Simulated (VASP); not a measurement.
Data:

```xyz
2
Lattice="3.7229 -1.9466 -0.0271 3.7229 1.9466 -0.0271 2.7285 0.0000 3.1945" Properties=species:S:1:pos:R:3 pbc="T T T"
As     2.3277     0.0000     0.7184
As     7.8467     0.0000     2.4219
```

All values below come from rev-vdW-DF2, VASP's PBE PAW potentials (set 64) (plane waves; VASP). Numerical set-up: 520 eV cut-off, 12×12×12 Γ-centred mesh, first-order Methfessel-Paxton smearing of 0.10 eV, potentials As.

Q: The ions and cell shape at fixed volume are relaxed. What does this cell relax into?

A: 
```xyz
2
Lattice="3.8359 -1.9134 0.0278 3.8359 1.9134 0.0278 2.8585 0.0000 3.1946" Properties=species:S:1:pos:R:3 pbc="T T T"
As     2.3780     0.0000     0.7340
As     8.1524     0.0000     2.5162
```
Space group R-3m (166), at a tolerance of 0.03 Å.

Q: How much energy does the relaxation gain?

A: The energy (σ→0) changes by -7.8 meV/atom, in 8 ionic steps.

| step | E(σ→0) (eV) | max force (eV/Å) | pressure (GPa) | volume (Å³) |
|---|---|---|---|---|
| 1 | -6.7313 | 0.315 | -3.75 | 46.59 |
| 2 | -6.7400 | 0.121 | -3.09 | 46.59 |
| 3 | -6.7427 | 0.060 | -2.47 | 46.59 |
| 4 | -6.7454 | 0.031 | -2.24 | 46.59 |
| 5 | -6.7469 | 0.012 | -1.93 | 46.59 |
| 6 | -6.7469 | 0.017 | -1.89 | 46.59 |
| 7 | -6.7469 | 0.018 | -1.88 | 46.59 |
| 8 | -6.7470 | 0.003 | -1.81 | 46.59 |

The compound is As in the a7 structure. This cell is one point of a volume scan, at 1.06 of the reference volume. Symmetry was kept, so distortions that lower it aren't found.
